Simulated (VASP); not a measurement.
Input:

```yaml
crystal:
  lattice:
    - [2.86212, 0.00000, 0.00000]
    - [0.00000, 2.86212, 0.00000]
    - [0.00000, 0.00000, 2.86212]
  atoms:
    - { symbol: Ni, position: [0.00000, 0.00000, 0.00000] }
    - { symbol: Al, position: [0.50000, 0.50000, 0.50000] }
```

Calculation: PBEsol GGA, VASP's PBE PAW potentials (set 64) (plane waves; VASP). Numerical set-up: 400 eV cut-off, Gaussian smearing of 0.050 eV, potentials Ni Al.

Task: Give the energies of bands 1 to 9 at the high-symmetry points, in eV from the Fermi level.

Result: 
```csv
band,Γ,X,M,R
1,-11.29,-6.99,-5.40,-4.20
2,-3.34,-6.91,-3.48,-4.20
3,-3.34,-2.85,-2.94,-4.20
4,-1.59,-2.31,-2.94,-1.02
5,-1.59,-2.31,-2.14,-1.02
6,-1.59,-1.50,-2.14,1.95
7,5.57,-0.67,-1.05,1.95
8,5.57,8.31,1.49,1.95
9,5.57,10.08,2.58,3.89
```

It has no gap at this level: it comes out as a metal or semimetal.

The structure was generated: NiAl was put into the CsCl type type (Pm-3m), which need not be its known phase. It was relaxed first, which changed the volume by -27 %. The run is not spin-polarised, so no magnetic state was tried. The electron count is odd and the run is not spin-polarised, which forces a metal.
